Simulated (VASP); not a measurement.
Given:

```
CELL_PARAMETERS angstrom
      3.38167     0.00000     0.00000
     -1.69084     2.92861     0.00000
      0.00000     0.00000     5.45533
ATOMIC_POSITIONS crystal
  Ge 0.00000 0.00000 0.00000
  Be 0.33333 0.66667 0.25200
  Be 0.66667 0.33333 0.74800
```

All values below come from PBE GGA, VASP's PBE PAW potentials (set 64) (plane waves; VASP). Numerical set-up: 300 eV cut-off, 6×6×3 Γ-centred mesh, Fermi-Dirac smearing of 0.050 eV, potentials Ge_d Be.

At this cut-off the stress carries a Pulay error, which pulls relaxed volumes low.

### Question
Which forces act on the atoms, in eV/Å?

### Answer

| atom | Fx | Fy | Fz |
|---|---|---|---|
| Ge1 | 0.000 | 0.000 | 0.000 |
| Be2 | 0.000 | 0.000 | 0.717 |
| Be3 | 0.000 | 0.000 | -0.717 |

### Question
Give the stress tensor in GPa (positive for a compressed cell).

### Answer

```
-6.96   0.00   0.00
 0.00  -6.96   0.00
 0.00   0.00  -7.02
```
The pressure is its mean diagonal, -6.98 GPa.

The structure was generated: Be2Ge was put into an ordered model structure, which need not be its known phase. The cell was not relaxed at this level. The k-mesh is coarse (spacing up to 0.38 per Å, 2π included), so the numbers may not be converged in it.
